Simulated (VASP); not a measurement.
Given:

```
CELL_PARAMETERS angstrom
      5.13572     0.00000     0.00000
      2.56786     4.44767     0.00000
      0.00000     0.00000    20.37334
ATOMIC_POSITIONS crystal
  Cu 0.00000 0.00000 0.34563
  Cu 0.50000 0.00000 0.34563
  Cu 0.00000 0.50000 0.34563
  Cu 0.50000 0.50000 0.34563
  Cu 0.16667 0.16667 0.44854
  Cu 0.66667 0.16667 0.44854
  Cu 0.16667 0.66667 0.44854
  Cu 0.66667 0.66667 0.44854
  Cu 0.83333 0.33333 0.55146
  Cu 0.33333 0.33333 0.55146
  Cu 0.83333 0.83333 0.55146
  Cu 0.33333 0.83333 0.55146
  Cu 0.00000 0.00000 0.65437
  Cu 0.50000 0.00000 0.65437
  Cu 0.00000 0.50000 0.65437
  Cu 0.50000 0.50000 0.65437
  Si 0.33333 0.33333 0.72636
```

Computed with PBE GGA, VASP's PBE PAW potentials (set 64) (plane waves; VASP). Run with PREC = Normal, EDIFF = 1E-5, 400 eV cut-off, 6×6×1 Γ-centred mesh, first-order Methfessel-Paxton smearing of 0.10 eV, potentials Cu Si.

The ions are relaxed. Predict the relaxed structure.

```
CELL_PARAMETERS angstrom
      5.13572     0.00000     0.00000
      2.56786     4.44767     0.00000
      0.00000     0.00000    20.37334
ATOMIC_POSITIONS crystal
  Cu 0.00000 0.00000 0.34524
  Cu 0.50021 0.99959 0.34579
  Cu 0.99959 0.50021 0.34579
  Cu 0.50021 0.50021 0.34579
  Cu 0.16663 0.16663 0.44786
  Cu 0.66674 0.16663 0.44786
  Cu 0.16663 0.66674 0.44786
  Cu 0.66667 0.66667 0.44830
  Cu 0.83431 0.33138 0.55023
  Cu 0.33333 0.33333 0.54919
  Cu 0.83431 0.83431 0.55023
  Cu 0.33138 0.83431 0.55023
  Cu 0.00000 0.00000 0.66017
  Cu 0.50404 0.99191 0.65174
  Cu 0.99191 0.50404 0.65174
  Cu 0.50404 0.50404 0.65174
  Si 0.33333 0.33333 0.73663
```

How much energy does the relaxation gain?

The energy (σ→0) changes by -32.3 meV/atom, in 15 ionic steps.

The cell is a thin slab with vacuum, built from Cu (fcc): (111) face, Si adsorbed.
